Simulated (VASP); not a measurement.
Energy against volume of NiSi2 (fluorite). Method: PBE GGA, VASP's PBE PAW potentials (set 64) (plane waves; VASP).

| V (Å³/atom) | E (eV/atom) |
|---|---|
| 12.702 | -5.76824 |
| 13.107 | -5.78543 |
| 13.512 | -5.78934 |
| 13.918 | -5.78240 |
| 14.323 | -5.76669 |

Problem. Fit a third-order Birch-Murnaghan equation of state.

Solution. 
```json
{
 "volume_per_atom": "13.44 Å³/atom",
 "bulk_modulus": "146 GPa",
 "pressure_derivative_of_the_bulk_modulus": "5.84",
 "lattice_constant_a": "544.4 pm"
}
```

Measured: a 5.406 Å (computed value off by +0.7 %), as given by Wikipedia, Nickel silicide. The calculation is for a static lattice, while the measured a holds thermal and zero-point effects, which are part of the difference.

The compound is NiSi2 in the fluorite structure. It was relaxed first. The run is not spin-polarised, so no magnetic state was tried.
